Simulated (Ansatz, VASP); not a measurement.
## Cross-check of GaSbN2 (CuAu-ordered zincblende type (invented)) between VASP and Ansatz

Wanted: the spread between two codes on one cell, functional and k mesh. The cell is generated by rule, not measured, and may not be a known phase. Of the first pair: The two relaxations start from unlike cells of this crystal (the structure described is Ansatz's start), so only their ends are compared.

Program: Ansatz 0.2.0. Level of theory: plane waves, with VASP 6.6.1 beside it; relaxation of cell and atoms at LDA. Results are calculated unless marked as measured.

## 1. The starting structure

Symmetry: P-4m2, No. 115, tetragonal system. The conventional cell has a = 3.336 Å, b = 3.336 Å, c = 4.717 Å, α = 90.00°, β = 90.00°, γ = 90.00°. Nearest to Ga lie 4 N at 2.04 Å. Nearest to Sb lie 4 N at 2.04 Å. Nearest to N lie 2 Ga at 2.04 Å and 2 Sb at 2.04 Å. Farther neighbours and most contacts between anions are not listed.

Structure file:

```cif
data_structure
_symmetry_space_group_name_H-M 'P 1'
_symmetry_Int_Tables_number 1
_cell_length_a 3.3356
_cell_length_b 3.3356
_cell_length_c 4.7172
_cell_angle_alpha 90.000
_cell_angle_beta 90.000
_cell_angle_gamma 90.000
_cell_volume 52.48
loop_
_atom_site_label
_atom_site_type_symbol
_atom_site_fract_x
_atom_site_fract_y
_atom_site_fract_z
_atom_site_occupancy
Ga1 Ga 0.00000 0.00000 0.00000 1
Sb2 Sb 0.50000 0.50000 0.50000 1
N3 N 0.00000 0.50000 0.25000 1
N4 N 0.50000 0.00000 0.75000 1
```

## 2. Ansatz: relaxation of cell and atoms, LDA, pair 1

Ansatz runs on its default PAW (the set named soft_2) files.

The relaxed volume is the usual yardstick between codes: in a stiff, nearly cubic crystal its relative difference is about their pressure difference at one cell divided by the bulk modulus.

Input file input.yaml:

```yaml
crystal:
  lattice:
    - [3.33555, 0.0, 0.0]
    - [0.0, 3.33555, 0.0]
    - [0.0, 0.0, 4.71718]
  atoms:
    - { symbol: Ga, position: [0.0, 0.0, 0.0] }
    - { symbol: Sb, position: [0.5, 0.5, 0.5] }
    - { symbol: "N", position: [0.0, 0.5, 0.25] }
    - { symbol: "N", position: [0.5, 0.0, 0.75] }
kpoints:
  mp_grid: { grid: [6, 6, 4] }
hamiltonian:
  xc: lda
scf:
  occupations: { method: gaussian, width: 0.1 }
output:
  forces: true
  stress: true
  eigenvalues: true
relax:
  adjacent_minimum: "off"
  f_tol: 0.05
  max_steps: 80
  cell: { stress_tol: 0.5 }
```

Started as:

```
> ansatz run input.yaml --threads 2 --pin off --max-ram 5120MiB --backend cpu --events-out ev --progress --plain --runs-dir out
```

Numbers of over 12 decimals in the logs are rounded to 6 here.

The log of the run:

```text
The last accepted step is kept in <dir> (removed where the run ends without a failure and the disk answers)
Engine: ansatz 0.2.0, aarch64-unknown-linux-gnu
Pseudopotentials: kind: paw
Pseudopotential: Ga, paw, valence charge 13, recommended cutoff 420 eV (normal), Ga.paw.azcp
Pseudopotential: Sb, paw, valence charge 15, recommended cutoff 420 eV (normal), Sb.paw.azcp
Pseudopotential: N, paw, valence charge 5, recommended cutoff 420 eV (normal), N.paw.azcp
Functional definition: SPW92
  exchange = slater_x
  correlation = pw_c
Crystal: 4 atoms, lattice volume = 52.483 Å³
Basis set: ecut = 420 eV, 1055 PW (Γ)
Bands: 23, of which v1, the nominal top of the filled ones, is band 19 counted from 1 (18 counted from 0)
Symmetry: 8 space group operations
Space group: P-4m2 (ITA 115), of the structure as read, at distance tolerance 3.7e-5 Å
k-points: 30 of 144 (time reversal used)
Non-local potential: Ga, projectors of the file, l = 0: 2, l = 1: 2, l = 2: 3, l = 3: 1
Non-local potential: Sb, projectors of the file, l = 0: 2, l = 1: 2, l = 2: 2, l = 3: 2
Non-local potential: N, projectors of the file, l = 0: 2, l = 1: 2, l = 2: 1
PAW form: soft (Blöchl's): semilocal exchange-correlation on the pseudo side does not see the compensation charge
PAW frozen core: Ga, regenerated for the run's functional, and the local potential with it (the file was generated under x = pbe(κ = 0.804, μ = 0.219515), c = pbe(β = 0.066725))
PAW frozen core: Sb, regenerated for the run's functional, and the local potential with it (the file was generated under x = pbe(κ = 0.804, μ = 0.219515), c = pbe(β = 0.066725))
PAW frozen core: N, regenerated for the run's functional, and the local potential with it (the file was generated under x = pbe(κ = 0.804, μ = 0.219515), c = pbe(β = 0.066725))
PAW one-centre angular grid: Ga, 590 points (default); XC on 64 Gauss nodes
PAW one-centre angular grid: Sb, 590 points (default); XC on 64 Gauss nodes
PAW one-centre angular grid: N, 110 points (default); XC on 64 Gauss nodes
Initial density: superposition of atomic densities (neutral atoms: chi_scale 0, normalization atom), corrected by the library's trained network
Initial wavefunctions: pseudopotential atomic-orbital guess
Functional: x = slater, c = lda
SCF iter   1: F=—  HF=-10788.329598 eV  |F-HF|=—  |Δ(HF+E_count)|=         —  Δρ=1.90e-2  dr2=2.34e-1  ethr=1.77e-3  ⟨swp⟩=5.5  Hψ=3165  notcnv=0
preconditioner: auto → Kerker (q_TF=auto, 2.585 Å⁻¹)  [metal: Δε(μ)=0.045 eV  Ē_g=19.047 eV  σ=0.100 eV  W_gap=0.24  n_scr=14 (ndim 8)  ℏωp=31.6 eV  f_vac=0.008  D(μ)=2.48/eV (n_scr^D=20)]
SCF iter   2: F=—  HF=-10788.274254 eV  |F-HF|=—  |Δ(HF+E_count)|=   5.53e-2  Δρ=6.26e-3  dr2=2.51e-2  ethr=6.16e-4  ⟨swp⟩=2.2  Hψ=1115  notcnv=0  defer=4
preconditioner: auto → none  [insulator: Δε(μ)=0.125 eV  Ē_g=19.042 eV  σ=0.100 eV  W_gap=0.51  n_scr=14 (ndim 8)  ℏωp=31.6 eV  f_vac=0.005  D(μ)=2.13/eV (n_scr^D=20)  ε∞_Penn≈3.8]
SCF iter   3: F=—  HF=-10788.268108 eV  |F-HF|=—  |Δ(HF+E_count)|=   6.15e-3  Δρ=2.04e-3  dr2=1.83e-3  ethr=6.61e-5  ⟨swp⟩=2.3  Hψ=992  notcnv=0  defer=4
SCF iter   4: F=—  HF=-10788.267871 eV  |F-HF|=—  |Δ(HF+E_count)|=   2.37e-4  Δρ=6.25e-4  dr2=2.41e-4  ethr=4.81e-6  ⟨swp⟩=2.0  Hψ=962  notcnv=0  defer=4
SCF iter   5: F=—  HF=-10788.267818 eV  |F-HF|=—  |Δ(HF+E_count)|=   5.30e-5  Δρ=9.24e-5  dr2=2.72e-6  ethr=6.35e-7  ⟨swp⟩=2.4  Hψ=1056  notcnv=0  defer=4
SCF iter   6: F=—  HF=-10788.267823 eV  |F-HF|=—  |Δ(HF+E_count)|=   4.90e-6  Δρ=2.89e-5  dr2=2.70e-7  ethr=7.15e-9  ⟨swp⟩=2.0  Hψ=1113  notcnv=0  defer=4
SCF iter   7: F=-10788.267823 eV  HF=-10788.267823 eV  |F-HF|=5.10e-8  |Δ(HF+E_count)|=   3.45e-8  Δρ=1.00e-5  dr2=3.07e-8  ethr=2.63e-10  ⟨swp⟩=6.8  Hψ=3336  notcnv=0
SCF 1 converged in 7 iterations: F = -10788.267823 eV  dr2 = 3.07e-8
  greatest PAW one-centre occupation: 0.999 electrons in one spin orbital (limit 2), on the Sb atom at site 1 (counted from 0), in its partial waves of l = 2
relax step   1: F+E_penalty+E_count = -10788.26782310 eV  Δ(F+E_penalty+E_count) = +0.000e0 eV  max|allowed force component| = 2.597e0 eV/Å  Δτ_max = 0.0000 Å  P = +16.554 GPa  Ω = 52.483 Å³  (7 SCF iters, dr2 threshold 1.00e-7 eV, accepted)
[...]
relax step   8: F+E_penalty+E_count = -10789.16416538 eV  Δ(F+E_penalty+E_count) = -2.471e-2 eV  max|allowed force component| = 1.329e-2 eV/Å  Δτ_max = 0.0000 Å  P = +0.525 GPa  Ω = 56.396 Å³  stress off target by 1.33e0 GPa  SCF on the basis re-selected at this cell (its energy is not comparable with the rows above)  (6 SCF iters)
[...]
relax step   9: F+E_penalty+E_count = -10789.16626459 eV  Δ(F+E_penalty+E_count) = -2.099e-3 eV  max|allowed force component| = 8.011e-3 eV/Å  Δτ_max = 0.0004 Å  P = -0.118 GPa  Ω = 56.531 Å³  energy of the carried Pulay correction = -4.500e-4 eV  (6 SCF iters, dr2 threshold 4.00e-7 eV, accepted)
[...]
relax step  10: F+E_penalty+E_count = -10789.16695445 eV  Δ(F+E_penalty+E_count) = -6.899e-4 eV  max|allowed force component| = 8.571e-3 eV/Å  Δτ_max = 0.0000 Å  P = -0.114 GPa  Ω = 56.531 Å³  stress off target by 1.58e-1 GPa  SCF on the basis re-selected at this cell (its energy is not comparable with the rows above)  (6 SCF iters)
basis re-selected at this cell: Δ(F+E_penalty+E_count) = -6.899e-4 eV, ΔP = +0.004 GPa vs the last step (what re-selecting the basis moved, of the pressure what is left beyond the Pulay correction that the steps carried, after the strain that the cell walked since its last selection, with what the two solves' SCF thresholds leave and, on support functions, any second-order correction that the steps lacked; it is no m [...]
SCF converged after 6 iterations
Free energy (F): -10789.166954 eV
Harris-Foulkes:  -10789.166954 eV  (|F-HF|=9.82e-11)
Internal energy: -10789.156428 eV  (E = F + TS)
E sigma→0 (E₀):  -10789.161691 eV
Entropy (-TS):   -0.010527 eV (-2.632 meV/atom)
Fermi energy:    11.214619 eV
--- Per-component energies (eV) ---
  E_band       = -152.924177
  E_kinetic    = 583.147363
  E_local      = -3646.405603  (includes V_loc(G=0)·N_el)
  E_nonlocal   = 892.172893
  E_hartree    = 1639.779591
  E_xc         = -324.801888
  E_vxc        = -306.990444  (∫ρ·V_xc dr)
  E_paw        = -6578.348199  (= ΣΔE_a)
  E_vpaw       = -954.407618  (= ΣTr[D̂ρ^β])
  E_aug_tail   = 0.000094  (compensation charges beyond the density's cutoff)
  E_ewald      = -3357.148071
  E_core_change = 2.447391  (= ΣΔE_core)
  E_smearing   = -0.010527  (= −TS)
  E_closure    = 0.000000  (closes the sum)
  Σ components = -10789.166954   (vs F -10789.166954, Δ=0.00e0)
--- Forces (eV/Å), atoms counted from 1 ---
  atom   1  Ga     0.00000000     0.00000000    -0.00000000
  atom   2  Sb    -0.00000000    -0.00000000    -0.00000000
  atom   3  N      0.00000000     0.00000000     0.00857132
  atom   4  N      0.00000000     0.00000000    -0.00857132
  max |Σ_I F_I| component: 4.79e-16 eV/Å
--- Stress (GPa, compression-positive) ---
       -0.157593       0.000000       0.000000
        0.000000      -0.157593       0.000000
        0.000000       0.000000      -0.027083
  P = ⅓ Tr σ = -0.1141 GPa (-1.141 kbar)
--- Band table (eV; the first three rows and the last of 30) ---
  k-point 0: bands = [... 15 lower, 7.9904, 8.3671, 9.1297, 9.1297, 11.8664, 14.4369, 14.9626, 14.9626]
  k-point 1: bands = [... 15 lower, 7.0121, 8.7223, 8.7223, 9.8595, 12.0161, 14.3406, 15.2709, 15.2709]
  k-point 2: bands = [... 15 lower, 7.4242, 8.1532, 8.1532, 11.3266, 11.4620, 14.1923, 15.3386, 15.5747]
  k-point 29: bands = [... 15 lower, 5.2917, 5.3310, 6.0494, 11.8648, 12.2667, 12.2667, 16.0661, 16.2417]
--- Relaxed structure (8 steps of the walk, 7 accepted, 2 SCFs on fresh bases) ---
  F+E_penalty+E_count = -10789.16695445 eV   max|allowed force component| = 8.571e-3 eV/Å   (the final SCF, on the basis selected at the relaxed cell)
  cell:  # Å, volume = 56.5306 Å³
    - [3.306656, 0, 0]
    - [0, 3.306656, 0.0]
    - [0, 0.0, 5.170184]
  atoms:
    - { symbol: Ga, position: [0, 0, 0.0] }
    - { symbol: Sb, position: [0.5, 0.5, 0.500000] }
    - { symbol: N, position: [0, 0.5, 0.199297] }
    - { symbol: N, position: [0.5, 0, 0.800703] }
```

In the SCF lines HF is the Harris–Foulkes energy and dr2 the Hartree energy of the density residual, in eV; the loop may stop once dr2 is under the threshold and the program's other checks hold. Hψ counts applications of the Hamiltonian.

## 3. VASP: relaxation of cell and atoms, LDA, pair 1

Its own start cell and the same functional (in two slightly different forms), mesh and smearing now go to VASP, with its own data sets.

Lines of VASP's logs that name or quote its potential files are left out, and so is its time.

Input file INCAR:

```
SYSTEM = GaSbN2
PREC = Accurate
ENCUT = 600
EDIFF = 1E-07
NELM = 120
ISMEAR = 0
SIGMA = 0.1
LREAL = .FALSE.
ALGO = Normal
GGA = CA
NBANDS = 20
LORBIT = 11
LWAVE = .FALSE.
LCHARG = .FALSE.
ISIF = 3
IBRION = 2
NSW = 80
EDIFFG = -0.005
LASPH = .TRUE.
GGA_COMPAT = .FALSE.
NELMIN = 4
```

Input file POSCAR:

```
GaSbN2
1.0
    3.3030325722      0.0000000000      0.0000000000
    0.0000000000      3.3030325722      0.0000000000
    0.0000000000      0.0000000000      5.1843991702
Ga Sb N
1 1 2
Direct
    0.0000000000      0.0000000000      0.0000000000
    0.5000000000      0.5000000000      0.5000000000
    0.0000000000      0.5000000000      0.2000887869
    0.5000000000      0.0000000000      0.7999112131
```

Input file KPOINTS:

```
Automatic mesh
0
Gamma
6 6 4
0 0 0
```

Potentials, in the order of the species: Ga_d, Sb and N (LDA family, release 64).

Started as:

```
> mpirun -np 1 vasp_std
```

The log of the run:

```text
[banner, memory and clock lines left out]
running    1 mpi-ranks, on    1 nodes
 distrk:  each k-point on    1 cores,    1 groups
 distr:  one band on    1 cores,    1 groups

 POSCAR found type information on POSCAR GaSbN
 POSCAR found :  3 types and       4 ions
 LDA part: xc-table for (Slater(with rela. corr.)+CA(PZ))
 , standard interpolation
 POSCAR, INCAR and KPOINTS ok, starting setup
 FFT: planning ... GRIDC
 FFT: planning ... GRID_SOFT
 FFT: planning ... GRID
 WAVECAR not read
 entering main loop
       N       E                     dE             d eps       ncg     rms          rms(c)
DAV:   1     0.232845745256E+03    0.23285E+03   -0.14424E+04  1248   0.205E+03
DAV:   2     0.798543842732E+00   -0.23205E+03   -0.22300E+03  1388   0.458E+02
DAV:   3    -0.288936780866E+02   -0.29692E+02   -0.28538E+02  1476   0.129E+02
DAV:   4    -0.301327886355E+02   -0.12391E+01   -0.12270E+01  1468   0.268E+01
DAV:   5    -0.301641357031E+02   -0.31347E-01   -0.31321E-01  1408   0.410E+00    0.122E+01
DAV:   6    -0.255876821119E+02    0.45765E+01   -0.29632E+01  1968   0.498E+01    0.640E+00
DAV:   7    -0.253775004710E+02    0.21018E+00   -0.24177E+00  1388   0.132E+01    0.265E+00
DAV:   8    -0.253370789535E+02    0.40422E-01   -0.25481E-01  1452   0.405E+00    0.850E-01
DAV:   9    -0.253243561512E+02    0.12723E-01   -0.28194E-02  1620   0.191E+00    0.270E-01
DAV:  10    -0.253240743564E+02    0.28179E-03   -0.64672E-03  1400   0.486E-01    0.143E-01
DAV:  11    -0.253238232125E+02    0.25114E-03   -0.92646E-04  1436   0.236E-01    0.641E-02
DAV:  12    -0.253238243125E+02   -0.11000E-05   -0.18751E-04  1416   0.872E-02    0.144E-02
DAV:  13    -0.253238218136E+02    0.24989E-05   -0.98140E-06  1400   0.336E-02    0.105E-02
DAV:  14    -0.253238214855E+02    0.32820E-06   -0.39214E-06  1500   0.156E-02    0.533E-03
DAV:  15    -0.253238213198E+02    0.16564E-06   -0.38889E-07  1240   0.680E-03    0.236E-03
DAV:  16    -0.253238212938E+02    0.25967E-07   -0.14210E-07   824   0.423E-03
   1 F= -.25323821E+02 E0= -.25318337E+02  d E =-.253238E+02
 curvature:   0.00 expect dE= 0.000E+00 dE for cont linesearch  0.000E+00
 trial: gam= 0.00000 g(F)=  0.158E-09 g(S)=  0.961E-05 ort = 0.000E+00 (trialstep = 0.100E+01)
 search vector abs. value=  0.961E-05
 bond charge predicted
       N       E                     dE             d eps       ncg     rms          rms(c)
DAV:   1    -0.253238446863E+02   -0.23366E-04   -0.56091E-04  1412   0.348E-01    0.300E-02
DAV:   2    -0.253238326989E+02    0.11987E-04   -0.65051E-05  1616   0.153E-01    0.153E-02
DAV:   3    -0.253238286109E+02    0.40880E-05   -0.56824E-06  1696   0.479E-02    0.783E-03
DAV:   4    -0.253238272800E+02    0.13309E-05   -0.22417E-06  1872   0.166E-02    0.141E-03
DAV:   5    -0.253238272512E+02    0.28798E-07   -0.28127E-07  1140   0.705E-03
   2 F= -.25323827E+02 E0= -.25318363E+02  d E =-.595736E-05
 trial-energy change:   -0.000006  1 .order   -0.000006   -0.000010   -0.000002
 step:   1.3469(harm=  1.3469)  dis= 0.00000  next Energy=   -25.323828 (dE=-0.647E-05)
 reached required accuracy - stopping structural energy minimisation
```

OUTCAR, selected parts (step 3):

```text
ion  position               nearest neighbor table
   1  0.000  0.000  0.000-   3 1.95   4 1.95   3 1.95   4 1.95
   2  0.500  0.500  0.500-   3 2.27   4 2.27   4 2.27   3 2.27
   3  0.000  0.500  0.200-   1 1.95   1 1.95   2 2.27   2 2.27
   4  0.500  0.000  0.800-   1 1.95   1 1.95   2 2.27   2 2.27

  LATTYP: Found a simple tetragonal cell.
 ALAT       =     3.3030325722
 C/A-ratio  =     1.5695876613

 Subroutine GETGRP returns: Found  8 space group operations
 (whereof  8 operations were pure point group operations)

The static configuration has the point symmetry D_2d.

 Found     30 irreducible k-points:

   k-points           NKPTS =     30   k-points in BZ     NKDIM =     30   number of bands    NBANDS=     20

   dimension x,y,z NGX =    28 NGY =   28 NGZ =   42
   dimension x,y,z NGXF=    56 NGYF=   56 NGZF=   84

   ENCUT  =  600.0 eV  44.10 Ry    6.64 a.u.   6.60  6.60 10.35*2*pi/ulx,y,z

   NELECT =      28.0000    total number of electrons

 k-points in reciprocal lattice and weights: Automatic mesh
   0.00000000  0.00000000  0.00000000       0.007
   0.16666667  0.00000000  0.00000000       0.028
   0.33333333  0.00000000  0.00000000       0.028
   0.50000000  0.00000000  0.00000000       0.014
   0.16666667  0.16666667  0.00000000       0.028
   0.33333333  0.16666667  0.00000000       0.056
   0.50000000  0.16666667  0.00000000       0.028
   0.33333333  0.33333333  0.00000000       0.028
   0.50000000  0.33333333  0.00000000       0.028
[...]
0.50000000  0.33333333  0.50000000       0.028
   0.50000000  0.50000000  0.50000000       0.007

 average (electrostatic) potential at core
       1 -63.7610       2 -86.8844       3 -61.0652       4 -61.0652

 E-fermi :   7.7178

 k-point     1 :       0.0000    0.0000    0.0000
  band No.  band energies     occupation
    ...
     10       3.2928      2.00000
     11       4.4838      2.00000
     12       4.8690      2.00000
     13       5.6270      2.00000
     14       5.6270      2.00000
     15       8.3468      0.00000
     16      10.9662      0.00000
     17      11.4739      0.00000
     18      11.4739      0.00000
     19      13.2422      0.00000
    ...

 k-point     2 :       0.1667    0.0000    0.0000
  band No.  band energies     occupation
    ...
     10       3.3753      2.00000
     11       3.5087      2.00000
     12       4.3862      2.00000
     13       5.5683      2.00000
     14       6.5911      2.00000
     15       8.6295      0.00000
     16      10.4181      0.00000
     17      11.7072      0.00000
     18      12.1533      0.00000
     19      13.6262      0.00000
    ...

 k-point     3 :       0.3333    0.0000    0.0000
  band No.  band energies     occupation
    ...
     10       1.5648      2.00000
     11       3.1147      2.00000
     12       4.0673      2.00000
     13       5.3300      2.00000
     14       7.5381      1.98896
     15       8.8766      0.00000
     16      10.4307      0.00000
     17      12.0646      0.00000
     18      12.2266      0.00000
     19      14.2245      0.00000
    ...

  Total        0.0184533      0.0184533     -0.0023978      0.0000000      0.0000000      0.0000000
  in kB        0.5228361      0.5228361     -0.0679379      0.0000000      0.0000000      0.0000000
  external PRESSURE =       0.3259114 kB  Pullay stress =       0.0000000 kB

  energy-cutoff  :      600.00
  volume of cell :       56.55
      direct lattice vectors                 reciprocal lattice vectors
     3.303182164  0.000000000  0.000000000     0.302738375  0.000000000  0.000000000
     0.000000000  3.303182164 -0.000000000     0.000000000  0.302738375  0.000000000
    -0.000000000  0.000000000  5.182665589     0.000000000  0.000000000  0.192950902

 POSITION                                       TOTAL-FORCE (eV/Angst)
 -----------------------------------------------------------------------------------
      0.00000      0.00000     -0.00000        -0.000000     -0.000000      0.000000
      1.65159      1.65159      2.59133        -0.000000     -0.000000      0.000000
      3.30318      1.65159      1.03699         0.000000      0.000000     -0.000544
      1.65159      0.00000      4.14567        -0.000000     -0.000000      0.000544
 -----------------------------------------------------------------------------------
    total drift:                               -0.000000      0.000000     -0.000000

  FREE ENERGIE OF THE ION-ELECTRON SYSTEM (eV)
  ---------------------------------------------------
  free  energy   TOTEN  =       -25.3238272512 eV

  energy  without entropy=      -25.3128978226  energy(sigma->0) =      -25.31836254

 reached required accuracy - stopping structural energy minimisation

 total charge
# of ion       s       p       d       tot
------------------------------------------
    1        0.790   0.893  10.165  11.849
    2        1.274   0.973   0.095   2.342
    3        1.267   2.358   0.000   3.626
    4        1.267   2.358   0.000   3.626
--------------------------------------------------
tot          4.599   6.583  10.260  21.442

[... 3 further parts left out ...]
```

## 4. Differences

Known differences besides the potentials themselves: the two LDA forms differ slightly; the data sets hold 38 valence electrons in Ansatz (on its default PAW (the set named soft_2) files) and 28 in VASP; the cutoff is 420 eV in Ansatz and 600 eV in VASP; VASP's log shows a relativistic correction to its local exchange, Ansatz's none; Ansatz adds a Pulay correction to the stress that steers its cell, VASP none. Total energies have different zeros and are not compared.

Both answers:

| quantity | Ansatz | VASP | difference |
| --- | --- | --- | --- |
| volume (Å³) | 56.53 | 56.55 | -0.03 % |
| edge a after relaxation, in the typed setting (Å) | 3.307 | 3.303 | +0.11 % |
| edge c after relaxation, in the typed setting (Å) | 5.170 | 5.183 | -0.24 % |

[end of part 1 of 2]

[Lines on the potential files, build, host, timing and source positions are cut from VASP's logs without a mark.]

[Logs are printed without paths, hosts, clocks, repeated set-up lines and the standing remarks that a program may print on its own settings, such as how far it seeks lower states.]

[Hosts, paths, dates, database ids (printed as entryN), source tags and the programs' standing remarks are cut or masked in the printed files.]
